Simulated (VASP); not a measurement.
VASP ran on this input.

**INCAR**
```
SYSTEM = Ti
PREC = Accurate
ENCUT = 400
EDIFF = 1E-6
NELM = 25
ALGO = VeryFast
LREAL = .FALSE.
LASPH = .TRUE.
ISMEAR = 1
SIGMA = 0.1
GGA = PE
LMAXMIX = 4
LWAVE = .FALSE.
LCHARG = .FALSE.
ISIF = 2
HFSCREEN = 0.2
AEXX = 0.25
LHFCALC = .TRUE.
PRECFOCK = Fast
ISYM = 3
```

### POSCAR
```
Ti
1
    1.4750000000    -2.5547750000     0.0000000000
    1.4750000000     2.5547750000     0.0000000000
    0.0000000000     0.0000000000     4.6800000000
Ti
2
Direct
  0.3333330000   0.6666670000   0.2500000000
  0.6666670000   0.3333330000   0.7500000000
```

### KPOINTS
```
Automatic mesh
0
Gamma
2 2 2
0 0 0
```

POTCAR, in this order: Ti_sv (PBE.64 set). Program: vasp_std.

Output of the run:

**standard output**
```
 POSCAR found type information on POSCAR Ti
 POSCAR found :  1 types and       2 ions
 Reading from existing POTCAR
 Reading from existing POTCAR
 LDA part: xc-table for (Slater+PW92), standard interpolation
 POSCAR, INCAR and KPOINTS ok, starting setup
 WAVECAR not read
 entering main loop
       N       E                     dE             d eps       ncg     rms          rms(c)
RMM:   1    -0.374034056741E+03   -0.37403E+03   -0.11960E+04    64   0.147E+03
RMM:   2    -0.408305443775E+03   -0.34271E+02   -0.23209E+03    64   0.387E+02
RMM:   3    -0.397239946931E+03    0.11065E+02   -0.30419E+02    64   0.168E+02
RMM:   4    -0.402994228769E+03   -0.57543E+01   -0.12741E+02    64   0.117E+02
RMM:   5    -0.410611274352E+03   -0.76170E+01   -0.11228E+02    64   0.841E+01
RMM:   6    -0.415649345043E+03   -0.50381E+01   -0.18169E+02    64   0.952E+01
RMM:   7    -0.419829763341E+03   -0.41804E+01   -0.23846E+02    64   0.994E+01
RMM:   8    -0.420638291745E+03   -0.80853E+00   -0.23379E+02    64   0.989E+01
RMM:   9    -0.413033425330E+03    0.76049E+01   -0.11371E+02   212   0.937E+01
RMM:  10    -0.413896631118E+03   -0.86321E+00   -0.72973E+00   224   0.225E+01
RMM:  11    -0.414038073156E+03   -0.14144E+00   -0.45081E+00   223   0.170E+01
RMM:  12    -0.414012575092E+03    0.25498E-01   -0.20734E+00   217   0.160E+01    0.107E+01
RMM:  13     0.121083017335E+03    0.53510E+03   -0.60915E+00   211   0.321E+01    0.106E+01
RMM:  14     0.121677855433E+03    0.59484E+00   -0.48313E+00   203   0.276E+01    0.201E+00
RMM:  15     0.122274343124E+03    0.59649E+00   -0.21825E+00   204   0.163E+01    0.103E+00
RMM:  16     0.122505299575E+03    0.23096E+00   -0.97088E-01   215   0.131E+01    0.550E-01
RMM:  17     0.122525810160E+03    0.20511E-01   -0.54436E-01   219   0.129E+01    0.453E-01
RMM:  18     0.122496654004E+03   -0.29156E-01   -0.98460E-01   220   0.126E+01    0.369E-01
RMM:  19     0.122496999953E+03    0.34595E-03   -0.45274E-01   217   0.126E+01    0.289E-01
RMM:  20     0.122444553837E+03   -0.52446E-01   -0.11078E+00   223   0.126E+01    0.341E-01
RMM:  21     0.122460349929E+03    0.15796E-01   -0.37273E-01   228   0.126E+01    0.214E-01
RMM:  22     0.122429473440E+03   -0.30876E-01   -0.74162E-01   227   0.124E+01    0.218E-01
RMM:  23     0.122439745393E+03    0.10272E-01   -0.37345E-01   228   0.124E+01    0.127E-01
RMM:  24     0.122425916027E+03   -0.13829E-01   -0.51061E-01   229   0.125E+01    0.963E-02
RMM:  25     0.122421066729E+03   -0.48493E-02   -0.44841E-01   230   0.125E+01

 -----------------------------------------------------------------------------
|                                                                             |
|           W    W    AA    RRRRR   N    N  II  N    N   GGGG   !!!           |
|           W    W   A  A   R    R  NN   N  II  NN   N  G    G  !!!           |
|           W    W  A    A  R    R  N N  N  II  N N  N  G       !!!           |
|           W WW W  AAAAAA  RRRRR   N  N N  II  N  N N  G  GGG   !            |
|           WW  WW  A    A  R   R   N   NN  II  N   NN  G    G                |
|           W    W  A    A  R    R  N    N  II  N    N   GGGG   !!!           |
|                                                                             |
|     The electronic self-consistency was not achieved in the given           |
|     number of steps (NELM). The forces and other quantities evaluated       |
|     might not be reliable so examine the results carefully. If you find     |
|     spurious results, we suggest increasing NELM, if you were close to      |
|     convergence or switching to a different ALGO or adjusting the           |
|     density mixing parameters otherwise.                                    |
|                                                                             |
 -----------------------------------------------------------------------------

   1 F= 0.12242107E+03 E0= 0.12242369E+03  d E =-.785874E-02
```

OUTCAR:
```
------------------------ aborting loop EDIFF was not reached (unconverged)  ----------------------------
  FORCE on cell =-STRESS in cart. coord.  units (eV):
  Direction    XX          YY          ZZ          XY          YZ          ZX
  --------------------------------------------------------------------------------------
  Total     -110.3687698   -110.3687749   -100.1329372      0.0000000     -0.0000000      0.0000000
  in kB    -5013.4450317  -5013.4452626  -4548.4875582      0.0000000     -0.0000000      0.0000000
  external PRESSURE =   -4858.4592842 kB  Pullay stress =       0.0000000 kB
  volume of cell :       35.27
      direct lattice vectors                 reciprocal lattice vectors
     1.475000000 -2.554775000  0.000000000     0.338983051 -0.195711951  0.000000000
     1.475000000  2.554775000  0.000000000     0.338983051  0.195711951  0.000000000
     0.000000000  0.000000000  4.680000000     0.000000000  0.000000000  0.213675214
 POSITION                                       TOTAL-FORCE (eV/Angst)
 -----------------------------------------------------------------------------------
      1.47500      0.85159      1.17000        -0.000000     -0.000000      0.000000
      1.47500     -0.85159      3.51000         0.000000      0.000000     -0.000000
 -----------------------------------------------------------------------------------
    total drift:                                0.019164      0.044694     -0.020759
  FREE ENERGIE OF THE ION-ELECTRON SYSTEM (eV)
  ---------------------------------------------------
  free  energy   TOTEN  =       122.4210667293 eV

  energy  without entropy=      122.4289254691  energy(sigma->0) =      122.42368631

  exchange ACFDT corr.  =        -0.09093655  see jH, gK, PRB 81, 115126
```
(Selected blocks of OUTCAR.)

**Question.** From input and log, find the fault in this run and mend it.

**Answer.** The cause: a hybrid functional was run with ALGO = VeryFast. Convergence was not reached. Against the sound run, the energy per atom (σ→0) rises by 71.189 eV/atom; the pressure falls by 471.93 GPa. To mend it, set ALGO = Normal.

The mended run (HSE06 screened hybrid, plane waves, VASP's PBE PAW potentials (set 64)) converges, and its OSZICAR ends with
```
   1 F= -.19956599E+02 E0= -.19953500E+02  d E =-.929840E-02
```

The compound is Ti in the hcp structure. The cell was not relaxed at this level.
